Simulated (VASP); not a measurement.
A convergence study with VASP on MnO (rock salt, AFM-II order): a few settings are varied, all else stays as given below, so the limit is that of these other settings.

```xyz
4
Lattice="4.4400 2.2200 2.2200 2.2200 4.4400 2.2200 2.2200 2.2200 4.4400" Properties=species:S:1:pos:R:3 pbc="T T T"
Mn     0.0000     0.0000     0.0000
Mn     4.4400     4.4400     4.4400
O      2.2200     2.2200     2.2200
O      6.6600     6.6600     6.6600
```
Starting moments (μB, in the order of the record's atoms Mn Mn O O): 5.0 -5.0 0.0 0.0.

Level of theory: PBE GGA, VASP's PBE PAW potentials (set 64) (plane waves; VASP 6.6.1). The last row used: 700 eV cut-off, 9×9×9 Γ-centred mesh, second-order Methfessel-Paxton smearing of 0.40 eV, potentials Mn_pv O.

| setting | E (eV/atom) | pressure (GPa) | irreducible k-points |
|---|---|---|---|
| ISMEAR = -1, SIGMA = 0.01, 4×4×4 mesh | -8.2748 | -0.08 | 13 |
| ISMEAR = -1, SIGMA = 0.1, 4×4×4 mesh | -8.2746 | -0.07 | 13 |
| ISMEAR = -1, SIGMA = 0.2, 4×4×4 mesh | -8.2707 | -0.20 | 13 |
| ISMEAR = 0, SIGMA = 0.01, 4×4×4 mesh | -8.2748 | -0.08 | 13 |
| ISMEAR = 0, SIGMA = 0.1, 4×4×4 mesh | -8.2748 | -0.08 | 13 |
| ISMEAR = 0, SIGMA = 0.4, 4×4×4 mesh | -8.2741 | -0.04 | 13 |
| ISMEAR = 1, SIGMA = 0.05, 4×4×4 mesh | -8.2748 | -0.08 | 13 |
| ISMEAR = 1, SIGMA = 0.1, 4×4×4 mesh | -8.2749 | -0.05 | 13 |
| ISMEAR = 1, SIGMA = 0.4, 4×4×4 mesh | -8.2709 | -0.13 | 13 |
| ISMEAR = 2, SIGMA = 0.01, 4×4×4 mesh | -8.2748 | -0.08 | 13 |
| ISMEAR = 2, SIGMA = 0.1, 4×4×4 mesh | -8.2748 | -0.08 | 13 |
| ISMEAR = 2, SIGMA = 0.4, 4×4×4 mesh | [?] | [?] | 13 |
| ISMEAR = -1, SIGMA = 0.01, 9×9×9 mesh | -8.2799 | -0.17 | 85 |
| ISMEAR = -1, SIGMA = 0.1, 9×9×9 mesh | -8.2798 | -0.17 | 85 |
| ISMEAR = -1, SIGMA = 0.4, 9×9×9 mesh | -8.2263 | -2.63 | 85 |
| ISMEAR = 0, SIGMA = 0.01, 9×9×9 mesh | -8.2799 | -0.17 | 85 |
| ISMEAR = 0, SIGMA = 0.2, 9×9×9 mesh | -8.2799 | -0.17 | 85 |
| ISMEAR = 0, SIGMA = 0.4, 9×9×9 mesh | -8.2796 | -0.17 | 85 |
| ISMEAR = 1, SIGMA = 0.05, 9×9×9 mesh | -8.2799 | -0.16 | 85 |
| ISMEAR = 1, SIGMA = 0.2, 9×9×9 mesh | -8.2788 | -0.18 | 85 |
| ISMEAR = 1, SIGMA = 0.4, 9×9×9 mesh | -8.2757 | -0.24 | 85 |
| ISMEAR = 2, SIGMA = 0.05, 9×9×9 mesh | -8.2799 | -0.17 | 85 |
| ISMEAR = 2, SIGMA = 0.1, 9×9×9 mesh | [?] | -0.13 | 85 |
| ISMEAR = 2, SIGMA = 0.4, 9×9×9 mesh | -8.2762 | -0.25 | 85 |

Problem. Complete the blanks.

Solution. 
- ISMEAR = 2, SIGMA = 0.1, 9×9×9 mesh, E (eV/atom): -8.2800
- ISMEAR = 2, SIGMA = 0.4, 4×4×4 mesh, E (eV/atom): -8.2716
- ISMEAR = 2, SIGMA = 0.4, 4×4×4 mesh, pressure (GPa): -0.12

VASP warned of too few bands at ISMEAR = -1, SIGMA = 0.4, 9×9×9 mesh.

Left out are rungs that failed or repeat a setting and relaxations that didn't move; long series are thinned to 24 rows.

The compound is MnO in the rock salt, AFM-II order structure. The cell was not relaxed at this level. The spin order is the one that the start imposed; others were not tried in this run.
